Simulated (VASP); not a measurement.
Calculation: PBE GGA, VASP's PBE PAW potentials (set 64) (plane waves; VASP 6.6.1).

The input files of a VASP run:

File KPOINTS:
```
Automatic mesh
0
Gamma
8 8 8
0 0 0
```

### POSCAR
```
Li2O
1
    0.0000000000     2.2447540000     2.3275310000
    2.3520170000     0.0000000000     2.3275310000
    2.3520170000     2.2447540000     0.0000000000
Li O
2 1
Direct
  0.2500000000   0.2500000000   0.2500000000
  0.7500000000   0.7500000000   0.7500000000
 -0.0149530000   0.0149530000   0.0149530000
```

INCAR:
```
! general
SYSTEM = Li2O
PREC   = Accurate
ENCUT  = 520
LREAL  = .FALSE.
LASPH  = .TRUE.

! electronic loop
EDIFF  = 1E-6
NELM   = 100   ! most electronic steps
ALGO   = Normal
IMIX   = 4
AMIX   = 0.1
BMIX   = 0.0001

! smearing
ISMEAR = 0   ! Gaussian
SIGMA  = 0.05   ! width (eV)

! functional
GGA    = PE

! ions
ISIF   = 2   ! forces and stress, cell fixed

! output
LWAVE  = .FALSE.
LCHARG = .FALSE.
```

POTCAR, in this order: Li_sv O (PBE.64 set). Program: vasp_std.

Q: Predict the energy per atom (σ→0), largest force.

A: 
```json
{
 "energy per atom (σ→0)": "-4.772 eV/atom",
 "largest_force": "0.370 eV/Å"
}
```

File OSZICAR:
```
...
DAV:   9    -0.143159675529E+02    0.76165E-01   -0.39117E-01  2152   0.387E+00    0.217E-01
DAV:  10    -0.143166451323E+02   -0.67758E-03   -0.12736E-02  2240   0.107E+00    0.183E-01
DAV:  11    -0.143166837266E+02   -0.38594E-04   -0.39200E-03  2156   0.436E-01    0.110E-01
DAV:  12    -0.143167719747E+02   -0.88248E-04   -0.14883E-03  2118   0.288E-01    0.219E-02
DAV:  13    -0.143167597099E+02    0.12265E-04   -0.68116E-05  2398   0.825E-02    0.873E-03
DAV:  14    -0.143167575952E+02    0.21147E-05   -0.47451E-06  2182   0.226E-02    0.359E-03
DAV:  15    -0.143167570862E+02    0.50902E-06   -0.46393E-07  1266   0.809E-03
   1 F= -.14316757E+02 E0= -.14316757E+02  d E =-.183791E-27
```

The compound is Li2O in the antifluorite structure. The cell was not relaxed at this level, atoms are displaced from their ideal sites. The run is one of a series of settings (AMIX = 0.1, BMIX = 0.0001, IMIX = 4 against the base run), some of them coarse on purpose.
